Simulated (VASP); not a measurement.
Level of theory: PBE GGA, VASP's PBE PAW potentials (set 64) (plane waves; VASP 6.6.1).

VASP ran on this input.

**POSCAR**
```
Tb
1.0
  1.8000000000  -3.1176910000   0.0000000000
  1.8000000000   3.1176910000   0.0000000000
  0.0000000000   0.0000000000   5.6900000000
Tb
2
direct
  0.3333330000   0.6666670000   0.2500000000
  0.6666670000   0.3333330000   0.7500000000
```

### INCAR
```
ALGO=Normal
EDIFF=1E-6
ENCUT=400
GGA=PE
ISIF=2
ISMEAR=1
LASPH=.TRUE.
LCHARG=.FALSE.
LMAXMIX=6
LREAL=.FALSE.
LWAVE=.FALSE.
NELM=100
PREC=Accurate
SIGMA=0.1
SYSTEM=Tb
```

**KPOINTS**
```
Automatic mesh
0
Gamma
11 11 6
0 0 0
```

POTCAR, in this order: Tb_3 (PBE.64 set). Program: vasp_std.

The 4f electrons are frozen in the core of the lanthanide potential, so 4f levels, which can set the real gap, and their magnetism are missing.

What does the run give for the energy per atom (σ→0), band gap (on the k-mesh)?

```
Property                                                     Value
------------------------  ----------------------------------------
energy per atom (σ→0)                               -4.558 eV/atom
band gap (on the k-mesh)  none (metal, semimetal or under 0.01 eV)
```

**OSZICAR**
```
...
DAV:   5    -0.910576805641E+01   -0.11509E-02   -0.11499E-02  2440   0.557E-01    0.236E+01
DAV:   6    -0.910733072714E+01   -0.15627E-02   -0.21720E-02  1933   0.124E+00    0.141E+01
DAV:   7    -0.911604541225E+01   -0.87147E-02   -0.39952E-02  1924   0.169E+00    0.220E-01
DAV:   8    -0.911572301181E+01    0.32240E-03   -0.21908E-03  1894   0.379E-01    0.593E-02
DAV:   9    -0.911572968036E+01   -0.66686E-05   -0.21533E-04  2044   0.116E-01    0.317E-02
DAV:  10    -0.911572341072E+01    0.62696E-05   -0.34167E-05  1889   0.432E-02    0.408E-02
DAV:  11    -0.911572437624E+01   -0.96551E-06   -0.49972E-06  1829   0.168E-02
   1 F= -.91157244E+01 E0= -.91159171E+01  d E =0.578038E-03
```

The compound is Tb in the hcp structure. The cell was not relaxed at this level.
